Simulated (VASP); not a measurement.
Crystal: Si2Mo.

```
Si Mo
1.0
    -1.60000    1.60000    3.93050
     1.60000   -1.60000    3.93050
     1.60000    1.60000   -3.93050
Si Mo
2 1
Direct
  0.33300 0.33300 0.00000
  0.66700 0.66700 0.00000
  0.00000 0.00000 0.00000
```

| Property | Result |
| --- | --- |
| Program | VASP 6.6.1 |
| Task | relaxation of cell and atoms |
| Functional | PBE |
| Potentials or basis | VASP PAW PBE potentials, release 64 (Si, Mo) |
| Cutoff | 520 eV |
| k mesh | 18 × 18 × 18 |
| Occupations | gaussian, width 0.1 eV |
| Spin | no spin polarisation |

At the start: pressure 1.8 GPa; volume 13.42 Å³/atom.

Where does the relaxation end?

Over 7 steps the energy falls by 2.5 meV/atom and the volume is 13.55 Å³/atom (+1.0 %); space group I4/mmm (No. 139, to 0.05 Å).

Step by step:
| step | energy change (eV) | largest force (eV/Å) | pressure (GPa) | volume (Å³) |
| --- | --- | --- | --- | --- |
| 1 | 0.0000 | 0.2925 | 1.79 | 40.25 |
| 2 | -0.0034 | 0.0716 | -2.48 | 41.13 |
| 3 | -0.0058 | 0.1571 | -0.85 | 40.78 |
| 4 | -0.0071 | 0.0474 | 0.40 | 40.58 |
| 5 | -0.0073 | 0.0130 | 0.03 | 40.64 |
| 6 | -0.0074 | 0.0047 | -0.01 | 40.65 |
| 7 | -0.0074 | 0.0010 | 0.00 | 40.65 |

Final structure:
```xyz
3
Lattice="-1.6073 1.6073 3.9334 1.6073 -1.6073 3.9334 1.6073 1.6073 -3.9334" Properties=species:S:1:pos:R:3 pbc="T T T"
Si    0.0000    0.0000    2.6362
Si    0.0000    0.0000    5.2305
Mo    0.0000    0.0000    0.0000
```
